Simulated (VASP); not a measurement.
Energy against volume of CsSnI3 (cubic perovskite). Level of theory: AM05 GGA, VASP's PBE PAW potentials (set 64) (plane waves; VASP 6.6.1). Run with 520 eV cut-off, 4×4×4 Γ-centred mesh, Gaussian smearing of 0.050 eV, potentials Cs_sv Sn_d I.

| V (Å³/atom) | E (eV/atom) |
|---|---|
| 46.862 | -2.78680 |
| 48.312 | -2.78935 |
| 49.761 | -2.78755 |
| 51.210 | -2.78210 |

Q: Fit these four points and predict the energy of the run at 45.413 Å³/atom.

A: A cubic in V^(−2/3), the third-order Birch-Murnaghan form, passes through the four points with V0 = 48.39 Å³/atom and B0 = 16 GPa, and gives -2.7791 eV/atom there. The run gave -2.7791 eV/atom, -0.1 meV/atom from the fit; all five points give B0 = 16 GPa.

The compound is CsSnI3 in the cubic perovskite structure, the ideal cubic form; the compound distorts at low or room temperature. It was relaxed first.
